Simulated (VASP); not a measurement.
Calculation: G0W0 on PBE orbitals, VASP's PBE PAW potentials (set 64) (plane waves; VASP).

VASP ran on this input.

### INCAR
```
# general
SYSTEM      = Si
PREC        = Normal
ENCUT       = 350   # plane-wave cut-off (eV)
LREAL       = F   # projection in real space or not
LASPH       = T   # aspherical one-centre terms
NBANDS      = 320

# electronic loop
ALGO        = EVGW0

# smearing
ISMEAR      = 0   # Gaussian
SIGMA       = 0.01   # width (eV)

# functional
GGA         = PE   # PBE

# output
LWAVE       = F
LCHARG      = F

# other
NELMGW      = 1
NOMEGA      = 64
ENCUTGW     = 300
NBANDSGW    = 12
LSPECTRALGW = T
```

### KPOINTS
```
Automatic mesh
0
gamma
4 4 4
```

**POSCAR**
```
Si
1
    0.0000000000     2.7155000000     2.7155000000
    2.7155000000     0.0000000000     2.7155000000
    2.7155000000     2.7155000000     0.0000000000
Si
2
Direct
  0.0000000000   0.0000000000   0.0000000000
  0.2500000000   0.2500000000   0.2500000000
```

POTCAR, in this order: Si_GW (PBE.64 set). Program: vasp_std. Read from the step before: WAVECAR, WAVEDER.

Output

OUTCAR:
```
 ion  position               nearest neighbor table
   1  0.000  0.000  0.000-   2 2.35   2 2.35   2 2.35   2 2.35
   2  0.250  0.250  0.250-   1 2.35   1 2.35   1 2.35   1 2.35
  LATTYP: Found a face centered cubic cell.
 ALAT       =     5.4310000000
 Subroutine PRICEL returns:
 Original cell was already a primitive cell.
 Subroutine GETGRP returns: Found 48 space group operations
The static configuration has the point symmetry T_d .
 The point group associated with its full space group is O_h .
The dynamic configuration has the point symmetry T_d .
 Subroutine INISYM returns: Found 48 space group operations
 Subroutine IBZKPT returns following result:
 Found      8 irreducible k-points:

 Following reciprocal coordinates:
            Coordinates               Weight
  0.000000  0.000000  0.000000      1.000000
  0.250000  0.000000  0.000000      8.000000
  0.500000  0.000000  0.000000      4.000000
  0.250000  0.250000  0.000000      6.000000
  0.500000  0.250000  0.000000     24.000000
 -0.250000  0.250000  0.000000     12.000000
  0.500000  0.500000  0.000000      3.000000
 -0.250000  0.500000  0.250000      6.000000
 Subroutine IBZKPT_HF returns following result:
   k-points           NKPTS =      8   k-points in BZ     NKDIM =     64   number of bands    NBANDS=    320
   number of dos      NEDOS =    301   number of ions     NIONS =      2
   total plane-waves  NPLWV =   5832
   dimension x,y,z NGX =    18 NGY =   18 NGZ =   18
   dimension x,y,z NGXF=    36 NGYF=   36 NGZF=   36
   ions per type =               2
   PREC   = normal    normal or accurate (medium, high low for compatibility)
   ISTART =      1    job   : 0-new  1-cont  2-samecut
   ICHARG =      0    charge: 1-file 2-atom 10-const
   ISPIN  =      1    spin polarized calculation?
   LNONCOLLINEAR =      F non collinear calculations
   LSORBIT =      F    spin-orbit coupling
   INIWAV =      1    electr: 0-lowe 1-rand  2-diag
   ENCUT  =  350.0 eV  25.72 Ry    5.07 a.u.   5.86  5.86  5.86*2*pi/ulx,y,z
   NELM   =     60;   NELMIN=  2; NELMDL=  0     # of ELM steps
   EDIFF  = 0.1E-03   stopping-criterion for ELM
   LREAL  =      F    real-space projection
   NLSPLINE    = F    spline interpolate recip. space projectors
   LMAXMIX     =    2 max onsite mixed and CHGCAR
   VOSKOWN=      0    Vosko Wilk Nusair interpolation
   EDIFFG = 0.1E-02   stopping-criterion for IOM
   NSW    =      0    number of steps for IOM
   NBLOCK =      1;   KBLOCK =      1    inner block; outer block
   IBRION =     -1    ionic relax: 0-MD 1-quasi-New 2-CG
   NFREE  =      0    steps in history (QN), initial steepest desc. (CG)
   ISIF   =      0    stress and relaxation
   ISYM   =      3    0-nonsym 1-usesym 2-fastsym
   TEIN   =    0.0    initial temperature
   TEBEG  =    0.0;   TEEND  =   0.0 temperature during run
   SMASS  =  -3.00    Nose mass-parameter (am)
   PSTRESS=    0.0 pullay stress
   NELECT =       8.0000    total number of electrons
   EFERMI =   0.00;   METHOD = LEGACY
   ISMEAR =     0;   SIGMA  =   0.01  broadening in eV -4-tet -1-fermi 0-gaus
   IALGO  =     38    algorithm
   LDIAG  =      T    sub-space diagonalisation (order eigenvalues)
   IMIX   =      4    mixing-type and parameters
     AMIX     =   0.40;   BMIX     =  1.00
     AMIX_MAG =   1.60;   BMIX_MAG =  1.00
     AMIN     =   0.10
   GGA     = PE    functional components
   VOSKOWN =     0    Vosko Wilk Nusair interpolation
   LHFCALC =     T    Hartree Fock is set to
   NKREDX  =     1    reduce k-point grid by
   AEXX    =    1.0000 exact exchange contribution
   HFSCREEN=    0.0000 screening length (either q_TF or 0.3 A-1)
   HFRCUT  =    0.0000 spherical cutoff for potential kernel
   AGGAX   =    0.0000 GGA exchange part
   ALDAC   =    0.0000 LDA correlation
...
```

OSZICAR:
```
energies w=
    0.000    0.000    0.302    0.000    0.604    0.000    0.904    0.000
    1.202    0.000    1.497    0.000    1.789    0.000    2.078    0.000
    2.363    0.000    2.644    0.000    2.921    0.000    3.194    0.000
    3.464    0.000    3.730    0.000    3.992    0.000    4.252    0.000
    4.509    0.000    4.763    0.000    5.016    0.000    5.268    0.000
    5.518    0.000    5.769    0.000    6.020    0.000    6.272    0.000
    6.526    0.000    6.782    0.000    7.041    0.000    7.304    0.000
    7.572    0.000    7.845    0.000    8.126    0.000    8.415    0.000
    8.712    0.000    9.020    0.000    9.340    0.000    9.674    0.000
   10.024    0.000   10.390    0.000   10.780    0.000   11.191    0.000
   11.630    0.000   12.101    0.000   12.607    0.000   13.155    0.000
   13.753    0.000   14.407    0.000   15.130    0.000   15.933    0.000
   16.833    0.000   17.850    0.000   19.009    0.000   20.348    0.000
   21.910    0.000   23.759    0.000   25.983    0.000   28.708    0.000
   32.127    0.000   36.539    0.000   42.444    0.000   50.744    0.000
   63.241    0.000   84.151    0.000  126.148    0.000  253.009    0.000
NQ=   1    0.0000    0.0000    0.0000,
 performed        223000 updates of chi_q(r,r)
NQ=   2    0.2500    0.0000    0.0000,
 performed        661000 updates of chi_q(r,r)
NQ=   3    0.5000    0.0000    0.0000,
 performed       1037000 updates of chi_q(r,r)
NQ=   4    0.2500    0.2500    0.0000,
 performed       1475000 updates of chi_q(r,r)
NQ=   5    0.5000    0.2500    0.0000,
 performed       2082000 updates of chi_q(r,r)
NQ=   6   -0.2500    0.2500    0.0000,
 performed       2627000 updates of chi_q(r,r)
NQ=   7    0.5000    0.5000    0.0000,
 performed       2957000 updates of chi_q(r,r)
NQ=   8   -0.2500    0.5000    0.2500,
 performed       3379000 updates of chi_q(r,r)
 resolving degeneracies of screened two electron integrals
```

OUTCAR:
```


 k-point   1 :       0.0000    0.0000    0.0000
  band No.  KS-energies  QP-energies   sigma(KS)   V_xc(KS)     V^pw_x(r,r')   Z            occupation Imag(sigma)

      1      -6.4646      -6.9887     -11.2152     -10.4547     -17.4960       0.6891       2.0000       1.1873
      2       5.5053       4.8654     -12.2621     -11.4204     -13.0374       0.7603       2.0000       0.0375
      3       5.5053       4.8654     -12.2621     -11.4204     -13.0374       0.7603       2.0000       0.0375
      4       5.5053       4.8654     -12.2621     -11.4204     -13.0374       0.7603       2.0000       0.0375
      5       8.0496       8.0836     -10.0567     -10.1017      -5.5790       0.7554       0.0000      -0.0708
      6       8.0496       8.0836     -10.0567     -10.1017      -5.5790       0.7554       0.0000      -0.0708
      7       8.0496       8.0836     -10.0567     -10.1017      -5.5790       0.7554       0.0000      -0.0708
      8       8.8661       8.9869     -10.8904     -11.0519      -5.8356       0.7477       0.0000      -0.0895
      9      13.2122      13.2986      -9.8936     -10.0090      -4.2032       0.7485       0.0000      -0.2177
     10      13.2122      13.2986      -9.8936     -10.0090      -4.2032       0.7485       0.0000      -0.2177
     11      13.4596      13.1526      -8.1328      -7.7352      -2.6010       0.7723       0.0000      -0.2861
     12      16.7351      16.5122      -8.6214      -8.3267      -2.2433       0.7561       0.0000      -0.5607

 k-point   2 :       0.2500    0.0000    0.0000
  band No.  KS-energies  QP-energies   sigma(KS)   V_xc(KS)     V^pw_x(r,r')   Z            occupation Imag(sigma)

      1      -5.6646      -6.1857     -11.3215     -10.5361     -17.2359       0.6636       2.0000       1.0404
      2       1.5707       0.9507     -11.5714     -10.7148     -13.7996       0.7239       2.0000       0.1254
      3       4.7417       4.1092     -12.0186     -11.1805     -12.9990       0.7547       2.0000       0.0432
      4       4.7417       4.1092     -12.0186     -11.1805     -12.9990       0.7547       2.0000       0.0432
      5       7.5232       7.5293     -10.1501     -10.1580      -5.7000       0.7606       0.0000      -0.0661
      6       8.9948       9.0242     -10.0978     -10.1369      -5.3390       0.7525       0.0000      -0.0905
      7       8.9948       9.0242     -10.0978     -10.1369      -5.3390       0.7525       0.0000      -0.0905
      8      12.4214      12.4137     -10.6169     -10.6063      -4.8111       0.7354       0.0000      -0.2192
      9      12.6890      12.6859      -9.6170      -9.6129      -4.0092       0.7459       0.0000      -0.2294
     10      12.6890      12.6859      -9.6170      -9.6129      -4.0092       0.7459       0.0000      -0.2294
     11      14.4897      14.2068      -8.2752      -7.8972      -2.4223       0.7484       0.0000      -0.3549
     12      17.3410      17.1203      -9.0046      -8.7043      -2.6091       0.7351       0.0000      -0.5334

 k-point   3 :       0.5000    0.0000    0.0000
  band No.  KS-energies  QP-energies   sigma(KS)   V_xc(KS)     V^pw_x(r,r')   Z            occupation Imag(sigma)

      1      -4.1311      -4.6935     -11.6500     -10.8566     -16.8846       0.7089       2.0000       0.8286
      2      -1.4749      -2.0679     -11.0732     -10.2275     -14.9026       0.7011       2.0000       0.3815
      3       4.3021       3.6469     -12.0280     -11.1549     -13.2482       0.7505       2.0000       0.0495
      4       4.3021       3.6469     -12.0280     -11.1549     -13.2482       0.7505       2.0000       0.0495
      5       7.0332       7.0268     -10.1426     -10.1342      -5.8131       0.7637       0.0000      -0.0606
      6       8.8263       8.8577      -9.6410      -9.6824      -4.9203       0.7594       0.0000      -0.0870
      7       8.8263       8.8577      -9.6410      -9.6824      -4.9203       0.7594       0.0000      -0.0870
      8      13.2224      12.9331      -8.1198      -7.7394      -2.3512       0.7603       0.0000      -0.2980
      9      16.0533      15.9987     -10.2418     -10.1676      -3.6493       0.7357       0.0000      -0.5341
     10      16.0533      15.9987     -10.2418     -10.1676      -3.6493       0.7357       0.0000      -0.5341
     11      16.8363      16.7731     -10.1811     -10.0954      -3.3789       0.7369       0.0000      -0.6167
     12      16.8363      16.7731     -10.1811     -10.0954      -3.3789       0.7369       0.0000      -0.6167

 k-point   4 :       0.2500    0.2500    0.0000
  band No.  KS-energies  QP-energies   sigma(KS)   V_xc(KS)     V^pw_x(r,r')   Z            occupation Imag(sigma)

      1      -5.3822      -5.9150     -11.3411     -10.5543     -17.1295       0.6771       2.0000       1.0079
      2       1.9853       1.3709     -12.0955     -11.2520     -14.1538       0.7283       2.0000       0.1114
      3       3.6073       2.9644     -11.6633     -10.8012     -13.0509       0.7458       2.0000       0.0582
      4       3.6073       2.9644     -11.6633     -10.8012     -13.0509       0.7458       2.0000       0.0582
      5       6.6194       6.5568      -9.4759      -9.3944      -5.3686       0.7690       0.0000      -0.0568
      6       8.6222       8.5879      -9.1927      -9.1477      -4.4921       0.7638       0.0000      -0.0838
      7      11.2538      11.2746     -10.6663     -10.6949      -5.2001       0.7293       0.0000      -0.1646
      8      11.2538      11.2746     -10.6663     -10.6949      -5.2001       0.7293       0.0000      -0.1646
      9      13.5655      13.6212     -10.8015     -10.8771      -4.7992       0.7379       0.0000      -0.2833
     10      14.4246      14.4792      -9.9599     -10.0325      -3.9325       0.7519       0.0000      -0.3480
     11      16.9379      16.6889      -8.8690      -8.5344      -2.5924       0.7442       0.0000      -0.4936
     12      18.4993      18.2798      -9.1566      -8.8653      -2.3034       0.7534       0.0000      -0.7976

 k-point   5 :       0.5000    0.2500    0.0000
  band No.  KS-energies  QP-energies   sigma(KS)   V_xc(KS)     V^pw_x(r,r')   Z            occupation Imag(sigma)

      1      -3.7449      -4.3009     -11.5884     -10.7972     -16.6396       0.7027       2.0000       0.7546
      2      -0.8844      -1.4732     -11.6291     -10.7924     -15.2104       0.7037       2.0000       0.3292
      3       1.9603       1.3264     -11.1311     -10.2660     -13.0235       0.7327       2.0000       0.0997
      4       3.2921       2.6343     -11.6831     -10.7963     -13.2460       0.7417       2.0000       0.0652
      5       7.0094       6.9489      -9.3021      -9.2235      -5.0510       0.7694       0.0000      -0.0613
      6       9.9434       9.8789      -9.7227      -9.6367      -4.7407       0.7503       0.0000      -0.1135
      7      11.2423      11.2567     -10.5064     -10.5259      -5.0138       0.7383       0.0000      -0.1685
      8      11.4112      11.4290     -10.1250     -10.1491      -4.6172       0.7394       0.0000      -0.1810
      9      15.7112      15.6040     -10.0256      -9.8808      -3.3766       0.7399       0.0000      -0.5029
     10      16.0365      15.9789     -10.2512     -10.1726      -3.6292       0.7325       0.0000      -0.5326
     11      17.6564      17.6292     -10.4137     -10.3770      -3.4566       0.7397       0.0000      -0.7064
     12      18.2112      18.1301     -10.2286     -10.1186      -3.3188       0.7369       0.0000      -0.6698

 k-point   6 :      -0.2500    0.2500    0.0000
  band No.  KS-energies  QP-energies   sigma(KS)   V_xc(KS)     V^pw_x(r,r')   Z            occupation Imag(sigma)

      1      -4.4197      -4.9719     -11.5008     -10.6955     -16.8456       0.6857       2.0000       0.8589
      2       0.0191      -0.5830     -11.7830     -10.9349     -14.8990       0.7100       2.0000       0.2399
      3       1.7406       1.1019     -10.9656     -10.0973     -12.9515       0.7356       2.0000       0.1097
      4       4.1719       3.5281     -11.9103     -11.0521     -13.0954       0.7502       2.0000       0.0498
      5       7.9393       7.9336      -9.6122      -9.6047      -5.0780       0.7618       0.0000      -0.0724
      6      10.2778      10.3247     -10.1265     -10.1896      -4.8050       0.7433       0.0000      -0.1437
      7      10.6369      10.5571     -10.3819     -10.2756      -5.3482       0.7508       0.0000      -0.1270
      8      11.6411      11.6312     -10.0079      -9.9945      -4.3333       0.7380       0.0000      -0.1935
      9      11.9413      11.9036      -9.5614      -9.5114      -4.2255       0.7517       0.0000      -0.1853
     10      15.1329      15.0610     -10.1265     -10.0278      -3.5229       0.7291       0.0000      -0.4624
     11      18.1193      17.9236      -9.1405      -8.8731      -2.6082       0.7317       0.0000      -0.5933
     12      18.6989      18.6910     -10.7430     -10.7323      -3.5096       0.7463       0.0000      -0.7981

 k-point   7 :       0.5000    0.5000    0.0000
  band No.  KS-energies  QP-energies   sigma(KS)   V_xc(KS)     V^pw_x(r,r')   Z            occupation Imag(sigma)

      1      -2.3180      -2.8724     -11.6707     -10.8705     -16.0268       0.6928       2.0000       0.5163
      2      -2.3180      -2.8724     -11.6707     -10.8705     -16.0268       0.6928       2.0000       0.5163
      3       2.6436       1.9751     -11.5757     -10.6644     -13.4430       0.7335       2.0000       0.0813
      4       2.6436       1.9751     -11.5757     -10.6644     -13.4430       0.7335       2.0000       0.0813
      5       6.1990       6.1076      -9.0909      -8.9728      -5.0383       0.7743       0.0000      -0.0551
      6       6.1990       6.1076      -9.0909      -8.9728      -5.0383       0.7743       0.0000      -0.0551
      7      15.6038      15.5909     -10.7901     -10.7721      -3.7000       0.7184       0.0000      -0.5482
      8      15.6038      15.5909     -10.7901     -10.7721      -3.7000       0.7184       0.0000      -0.5482
      9      16.4865      16.4212     -10.6024     -10.5139      -4.0003       0.7377       0.0000      -0.5580
...
```
(Selected blocks of OUTCAR.)

The mesh is coarse and the basis finite, so the quasiparticle values are not converged.

The compound is Si in the diamond structure. The cell was not relaxed at this level. The k-mesh is coarse (spacing up to 0.50 per Å, 2π included), so the numbers may not be converged in it.
